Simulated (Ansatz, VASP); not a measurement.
**Two plane-wave programs on WF2**

```
W F
1.0
     0.00000    2.67970    2.67970
     2.67970    0.00000    2.67970
     2.67970    2.67970    0.00000
W F
1 2
Cartesian
  0.0000 0.0000 0.0000
  1.3399 1.3399 1.3399
  4.0196 4.0196 4.0196
```

Alike in both runs: functional PBE; k mesh 10 × 10 × 10; occupations gaussian, width 0.02 eV; no spin polarisation; Hubbard terms W d U = 6.2 eV.

Ansatz relaxed the structure, and its values are those at the end. VASP's run is a single point on that final structure, the one shown.

```csv
,VASP,Ansatz
version,VASP 6.6.1,Ansatz 0.2.0
potentials or method,"VASP PAW PBE potentials, release 64 (W_sv, F)","scalar-relativistic, plane waves, PAW"
plane-wave cutoff (eV),520,420
valence electrons in the cell,28,28
```

|  | VASP | Ansatz | Ansatz less VASP |
| --- | --- | --- | --- |
| pressure (GPa) | 0.2 | 0.0 | -0.25 |

The programs project onto different local orbitals, so the same U acts differently.

Caveats: U without spin polarisation on a metal has little footing. The runs have no spin-orbit coupling, so splittings on W are missing.
